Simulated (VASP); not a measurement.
Mo (bcc): the cohesive energy from VASP (plane waves, PAW) at several levels of theory. Atoms are spin-polarised in a large box without symmetry, with the spin fixed by Hund's rule, and may not be in the lowest state of each functional; no zero-point energy is added.

```json
[
 {"level": "PBE", "cohesive energy (eV/atom)": "6.29", "error against measurement": "-8.0 %"},
 {"level": "PBEsol", "cohesive energy (eV/atom)": "7.10", "error against measurement": "+3.9 %"},
 {"level": "RPBE", "cohesive energy (eV/atom)": "5.64", "error against measurement": "-17.6 %"},
 {"level": "PBE-D3(BJ)", "cohesive energy (eV/atom)": "7.01", "error against measurement": "+2.4 %"},
 {"level": "SCAN", "cohesive energy (eV/atom)": "5.89", "error against measurement": "-13.8 %"},
 {"level": "r2SCAN", "cohesive energy (eV/atom)": "5.62", "error against measurement": "-17.9 %"}
]
```

Measured: 6.84 eV/atom at 0 K (as given by Subrata Jana et al., The Journal of Chemical Physics (2018), arXiv:1807.00350; finite-temperature (and zero-point) corrections as in the cited sets).

The cell of the PBE run:

```cif
data_Mo2
_chemical_formula_sum 'Mo2'
_space_group_name_H-M_alt 'Im-3m'
_space_group_IT_number 229
_space_group_name_Hall '-I 4 2 3'
_cell_length_a 3.16230
_cell_length_b 3.16230
_cell_length_c 3.16230
_cell_angle_alpha 90.000
_cell_angle_beta 90.000
_cell_angle_gamma 90.000
loop_
_atom_site_label
_atom_site_type_symbol
_atom_site_symmetry_multiplicity
_atom_site_Wyckoff_symbol
_atom_site_fract_x
_atom_site_fract_y
_atom_site_fract_z
_atom_site_occupancy
Mo1 Mo 2 a 0.00000 0.00000 0.00000 1
```
(The calculation used a cell of 1 atom; values per cell refer to that cell.)

Only levels that ran to the end are used. Left out are those held back, those with too coarse a band path, GW runs whose mesh misses a band edge, hybrids' fits of cells that aren't cubic and levels without matching references; a question may draw on a part of the rest.

The compound is Mo in the bcc structure.
